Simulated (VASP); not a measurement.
Energy against volume of SrO (rock salt). Computed with PBE GGA with D4 dispersion, VASP's PBE PAW potentials (set 64) (plane waves; VASP). Numerical set-up: 520 eV cut-off, 9×9×9 Γ-centred mesh, Gaussian smearing of 0.050 eV, potentials Sr_sv O.

```csv
V (Å³/atom),E (eV/atom)
16.255,-6.17316
16.774,-6.18823
17.292,-6.19311
17.811,-6.18941
```

Problem. Fit these four points and predict the energy of the run at 18.330 Å³/atom.

Solution. A cubic in V^(−2/3), the third-order Birch-Murnaghan form, passes through the four points with V0 = 17.31 Å³/atom and B0 = 88 GPa, and gives -6.1785 eV/atom there. The run gave -6.1784 eV/atom, +0.0 meV/atom from the fit; all five points give B0 = 88 GPa.

The compound is SrO in the rock salt structure. It was relaxed first.
